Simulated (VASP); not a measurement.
**GaP (zinc blende): computed properties**

These are LDA (Ceperley-Alder, Perdew-Zunger), VASP's LDA PAW potentials (set 64) (plane waves; VASP) values and carry that method's errors.

For GaP, the space group comes out as F-43m (216) and the cell is a = b = c = 5.3900 Å, α = β = γ = 90.00°. The volume per atom is 19.57 Å³/atom and the band gap (over mesh and band path) is 1.38 eV. The smallest direct gap (over mesh and band path) is 1.92 eV and the band-edge character without spin-orbit coupling is indirect, Γ to Γ-X at 0.86. The band gap with spin-orbit coupling comes out as 1.35 eV and the density comes out as 4.27 g/cm³. The mean ε∞ (independent particles) is 11.29.

```cif
data_GaP
_chemical_formula_sum 'Ga1 P1'
_space_group_name_H-M_alt 'P 1'
_space_group_IT_number 1
_cell_length_a 3.81134
_cell_length_b 3.81134
_cell_length_c 3.81134
_cell_angle_alpha 60.000
_cell_angle_beta 60.000
_cell_angle_gamma 60.000
loop_
_space_group_symop_operation_xyz
  'x, y, z'
loop_
_atom_site_label
_atom_site_type_symbol
_atom_site_fract_x
_atom_site_fract_y
_atom_site_fract_z
_atom_site_occupancy
Ga1 Ga 0.00000 0.00000 0.00000 1
P1 P 0.25000 0.25000 0.25000 1
```

Measured: gap 2.43 eV (computed value off by -1.05 eV), as given by Wei Chen et al., Physical Review Materials (2018), doi:10.1103/physrevmaterials.2.073803 [zero-point renormalisation of 0.08 eV added back (the table's ZPR column)]; a 5.439 Å at 0 K (computed value off by -0.9 %), as given by Daniel Mejia-Rodriguez et al., Physical Review B (2018), arXiv:1807.09216 [static lattice: zero-point anharmonic expansion removed].

The compound is GaP in the zinc blende structure. It was relaxed first. Symmetry was kept, so distortions that lower it aren't found.
